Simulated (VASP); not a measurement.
```
AlNi
1.0
    2.89000     0.00000     0.00000
    0.00000     2.89000     0.00000
    0.00000     0.00000     2.89000
Al Ni
1 1
Cartesian
  1.44500   1.44500   1.44500
  0.00000   0.00000   0.00000
```

Level of theory: r2SCAN meta-GGA, VASP's PBE PAW potentials (set 64) (plane waves; VASP). Settings: 480 eV cut-off, 11×11×11 Γ-centred mesh, first-order Methfessel-Paxton smearing of 0.10 eV, potentials Al Ni.

Energy and stress use the plane-wave basis of the starting cell.

Question: The ions, cell shape and volume are relaxed. Predict the relaxed structure.

Answer: 
```
AlNi
1.0
    2.86339     0.00000     0.00000
    0.00000     2.86339     0.00000
    0.00000     0.00000     2.86339
Al Ni
1 1
Direct
  0.50000   0.50000   0.50000
  0.00000   0.00000   0.00000
```
Space group Pm-3m (221), at a tolerance of 0.03 Å.

Question: How do energy and volume change from the first to the last step?

Answer: The energy (σ→0) changes by -4.8 meV/atom and the volume by -2.7 %, in 3 ionic steps.

| step | E(σ→0) (eV) | max force (eV/Å) | pressure (GPa) | volume (Å³) |
|---|---|---|---|---|
| 1 | -20.0513 | 0.000 | -4.56 | 24.14 |
| 2 | -20.0543 | 0.000 | 4.17 | 22.96 |
| 3 | -20.0610 | 0.000 | 0.02 | 23.48 |

The compound is NiAl in the CsCl type structure. This run relaxes it. Symmetry was kept, so distortions that lower it aren't found. The run is not spin-polarised, so no magnetic state was tried. The electron count is odd and the run is not spin-polarised, which forces a metal.
